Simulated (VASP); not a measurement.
# BeS (relaxed from the 6H structure, space group P6_3mc): computed properties

These are r2SCAN meta-GGA, VASP's PBE PAW potentials (set 64) (plane waves; VASP) values and carry that method's errors.

```yaml
space_group: P6_3mc (186)
cell: a = 3.444 Å, b = 3.444 Å, c = 16.914 Å, α = 90.00°, β = 90.00°, γ = 120.00°
volume_per_atom: 14.48 Å^3/atom
band gap (over mesh and band path): 4.00 eV
smallest direct gap (over mesh and band path): 5.06 eV
band_edge_character: indirect, Γ to M
density: 2.36 g/cm³
```

```cif
data_Be6S6
_chemical_formula_sum 'Be6 S6'
_space_group_name_H-M_alt 'P 1'
_space_group_IT_number 1
_cell_length_a 3.44380
_cell_length_b 3.44379
_cell_length_c 16.91385
_cell_angle_alpha 90.000
_cell_angle_beta 90.000
_cell_angle_gamma 120.000
loop_
_space_group_symop_operation_xyz
  'x, y, z'
loop_
_atom_site_label
_atom_site_type_symbol
_atom_site_fract_x
_atom_site_fract_y
_atom_site_fract_z
_atom_site_occupancy
Be1 Be 0.00000 0.00000 0.99991 1
Be2 Be 0.00000 0.00000 0.49991 1
Be3 Be 0.66667 0.33333 0.83289 1
Be4 Be 0.33333 0.66667 0.33289 1
Be5 Be 0.66667 0.33333 0.16649 1
Be6 Be 0.33333 0.66667 0.66649 1
S1 S 0.00000 0.00000 0.87457 1
S2 S 0.00000 0.00000 0.37457 1
S3 S 0.66667 0.33333 0.70810 1
S4 S 0.33333 0.66667 0.20810 1
S5 S 0.66667 0.33333 0.04174 1
S6 S 0.33333 0.66667 0.54174 1
```

The structure was generated: BeS was put into the 6H type (P6_3mc), which need not be its known phase. It was relaxed first. Symmetry was kept, so distortions that lower it aren't found.
